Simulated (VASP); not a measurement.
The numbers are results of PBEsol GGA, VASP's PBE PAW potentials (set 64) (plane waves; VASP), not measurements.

VASP input:

File KPOINTS:
```
K-points
0
gamma
  5 5 7
```

### POSCAR
```
SnO2
1
    4.7913520000     0.0000000000     0.0000000000
    0.0000000000     4.8699870000     0.0000000000
    0.0000000000     0.0000000000     3.2431690000
Sn O
2 4
Direct
  0.5000000000   0.5000000000   0.5000000000
  0.0000000000   0.0000000000   0.0000000000
  0.2918500000   0.3210400000   0.0000000000
  0.7081500000   0.6789600000   0.0000000000
  0.7918500000   0.1789600000   0.5000000000
  0.2081500000   0.8210400000   0.5000000000
```

INCAR:
```
# general
SYSTEM  = SnO2
PREC    = Accurate
ENCUT   = 400
LREAL   = F
LASPH   = T

# electronic loop
EDIFF   = 1E-6
NELM    = 100
ALGO    = Normal
LMAXMIX = 4

# smearing
ISMEAR  = 0
SIGMA   = 0.01

# functional
GGA     = PS

# ions
ISIF    = 2

# output
LWAVE   = F
LCHARG  = F
```

POTCAR, in this order: Sn_d O (PBE.64 set). Program: vasp_std.

The run wrote:

OUTCAR:
```
 ion  position               nearest neighbor table
   1  0.500  0.500  0.500-   3 2.09   4 2.09   3 2.09   4 2.09   5 2.10   6 2.10
   2  0.000  0.000  0.000-   5 2.09   6 2.09   5 2.09   6 2.09   3 2.10   4 2.10
   3  0.292  0.321  0.000-   1 2.09   1 2.09   2 2.10
   4  0.708  0.679  0.000-   1 2.09   1 2.09   2 2.10
   5  0.792  0.179  0.500-   2 2.09   2 2.09   1 2.10
   6  0.208  0.821  0.500-   2 2.09   2 2.09   1 2.10
  LATTYP: Found a simple orthorhombic cell.
 ALAT       =     3.2431690000
 B/A-ratio  =     1.4773673527
 C/A-ratio  =     1.5016136994
 Subroutine PRICEL returns:
 Original cell was already a primitive cell.
 Subroutine GETGRP returns: Found  8 space group operations
The static configuration has the point symmetry C_2h.
 The point group associated with its full space group is D_2h.
The dynamic configuration has the point symmetry C_2h.
 Subroutine INISYM returns: Found  8 space group operations
 Subroutine IBZKPT returns following result:
 Found     36 irreducible k-points:

 Following reciprocal coordinates:
            Coordinates               Weight
  0.000000  0.000000  0.000000      1.000000
  0.200000  0.000000  0.000000      2.000000
  0.400000  0.000000  0.000000      2.000000
  0.000000  0.200000  0.000000      2.000000
  0.200000  0.200000  0.000000      4.000000
  0.400000  0.200000  0.000000      4.000000
  0.000000  0.400000  0.000000      2.000000
  0.200000  0.400000  0.000000      4.000000
  0.400000  0.400000  0.000000      4.000000
  0.000000  0.000000  0.142857      2.000000
  0.200000  0.000000  0.142857      4.000000
  0.400000  0.000000  0.142857      4.000000
  0.000000  0.200000  0.142857      4.000000
  0.200000  0.200000  0.142857      8.000000
  0.400000  0.200000  0.142857      8.000000
  0.000000  0.400000  0.142857      4.000000
  0.200000  0.400000  0.142857      8.000000
...
```

File OSZICAR:
```
       N       E                     dE             d eps       ncg     rms          rms(c)
DAV:   1     0.583731050043E+03    0.58373E+03   -0.22664E+04  2368   0.220E+03
DAV:   2     0.372664596331E+02   -0.54646E+03   -0.52887E+03  2615   0.598E+02
DAV:   3    -0.414026192042E+02   -0.78669E+02   -0.77819E+02  2673   0.205E+02
DAV:   4    -0.448173462870E+02   -0.34147E+01   -0.34063E+01  2584   0.484E+01
DAV:   5    -0.449346335658E+02   -0.11729E+00   -0.11726E+00  2923   0.882E+00    0.142E+01
DAV:   6    -0.396951729026E+02    0.52395E+01   -0.20718E+01  3544   0.684E+01    0.562E+00
DAV:   7    -0.397318363199E+02   -0.36663E-01   -0.17174E+00  2428   0.767E+00    0.317E+00
DAV:   8    -0.396875545683E+02    0.44282E-01   -0.28804E-01  3247   0.448E+00    0.736E-01
DAV:   9    -0.396728183930E+02    0.14736E-01   -0.74057E-02  3199   0.353E+00    0.129E-01
DAV:  10    -0.396733507917E+02   -0.53240E-03   -0.52648E-03  3293   0.700E-01    0.475E-02
DAV:  11    -0.396733927701E+02   -0.41978E-04   -0.24198E-04  3540   0.167E-01    0.217E-02
DAV:  12    -0.396733929261E+02   -0.15596E-06   -0.12555E-05  2862   0.302E-02    0.140E-02
DAV:  13    -0.396733901511E+02    0.27750E-05   -0.13282E-05  2792   0.357E-02    0.228E-03
DAV:  14    -0.396733902114E+02   -0.60304E-07   -0.81373E-07  1643   0.762E-03
   1 F= -.39673390E+02 E0= -.39673390E+02  d E =-.336783E-80
```

OUTCAR:
```
------------------------ aborting loop because EDIFF is reached ----------------------------------------
  FORCE on cell =-STRESS in cart. coord.  units (eV):
  Direction    XX          YY          ZZ          XY          YZ          ZX
  --------------------------------------------------------------------------------------
  Total       -5.2629817     -5.3747501     -5.6912524      0.0000000      0.0000000      0.0000000
  in kB     -111.4261131   -113.7924367   -120.4933189      0.0000000      0.0000000      0.0000000
  external PRESSURE =    -115.2372896 kB  Pullay stress =       0.0000000 kB
  volume of cell :       75.68
      direct lattice vectors                 reciprocal lattice vectors
     4.791352000  0.000000000  0.000000000     0.208709358  0.000000000  0.000000000
     0.000000000  4.869987000  0.000000000     0.000000000  0.205339357  0.000000000
     0.000000000  0.000000000  3.243169000     0.000000000  0.000000000  0.308340392
 POSITION                                       TOTAL-FORCE (eV/Angst)
 -----------------------------------------------------------------------------------
      2.39568      2.43499      1.62158         0.000000      0.000000      0.000000
      0.00000      0.00000      0.00000         0.000000      0.000000      0.000000
      1.39836      1.56346      0.00000         0.106003     -0.023663     -0.000000
      3.39300      3.30653      0.00000        -0.106003      0.023663      0.000000
      3.79403      0.87153      1.62158         0.106003      0.023663     -0.000000
      0.99732      3.99845      1.62158        -0.106003     -0.023663      0.000000
 -----------------------------------------------------------------------------------
    total drift:                               -0.000000      0.000000     -0.000000
  FREE ENERGIE OF THE ION-ELECTRON SYSTEM (eV)
  ---------------------------------------------------
  free  energy   TOTEN  =       -39.6733902114 eV

  energy  without entropy=      -39.6733902114  energy(sigma->0) =      -39.67339021
```
(Selected blocks of OUTCAR.)

OUTCAR:
```
 val. band max:        5.2543666009   @ k =   0.0000   0.0000   0.0000

 cond. band min:       5.9596149686   @ k =   0.0000   0.0000   0.0000


 Fermi energy:         5.3866363264

 k-point     1 :       0.0000    0.0000    0.0000
  band No.  band energies     occupation
      1     -15.5749      2.00000
      2     -14.9159      2.00000
      3     -14.7179      2.00000
      4     -14.6924      2.00000
      5     -14.6890      2.00000
      6     -14.6229      2.00000
      7     -14.5952      2.00000
      8     -14.5246      2.00000
      9     -14.4871      2.00000
     10     -14.4835      2.00000
     11     -13.2306      2.00000
     12     -11.5098      2.00000
     13     -11.4708      2.00000
     14      -9.9827      2.00000
     15      -2.6578      2.00000
     16       1.2034      2.00000
     17       1.5474      2.00000
     18       1.6293      2.00000
     19       2.4118      2.00000
     20       3.3349      2.00000
     21       3.3636      2.00000
     22       4.0744      2.00000
     23       4.1059      2.00000
     24       4.6327      2.00000
     25       4.6359      2.00000
     26       5.2544      2.00000
     27       5.9596      0.00000
     28      10.8800      0.00000
     29      11.1719      0.00000
     30      11.3306      0.00000
     31      15.2891      0.00000

 k-point     2 :       0.2000    0.0000    0.0000
  band No.  band energies     occupation
      1     -15.5210      2.00000
      2     -14.9762      2.00000
      3     -14.7165      2.00000
      4     -14.6900      2.00000
      5     -14.6871      2.00000
      6     -14.6603      2.00000
      7     -14.5876      2.00000
      8     -14.5303      2.00000
      9     -14.4892      2.00000
     10     -14.4862      2.00000
     11     -13.1084      2.00000
     12     -11.7397      2.00000
     13     -11.2820      2.00000
     14     -10.0604      2.00000
     15      -2.4002      2.00000
     16       0.5624      2.00000
     17       1.6921      2.00000
...
```

At this cut-off the stress carries a Pulay error, which pulls relaxed volumes low. Unless said otherwise, spin-orbit coupling is left out, though it shifts the bands of the heavy elements here.

The structure comes from a computed database's SnO2 entry (Pnnm); how it stands against other phases isn't given here. The cell was not relaxed at this level.
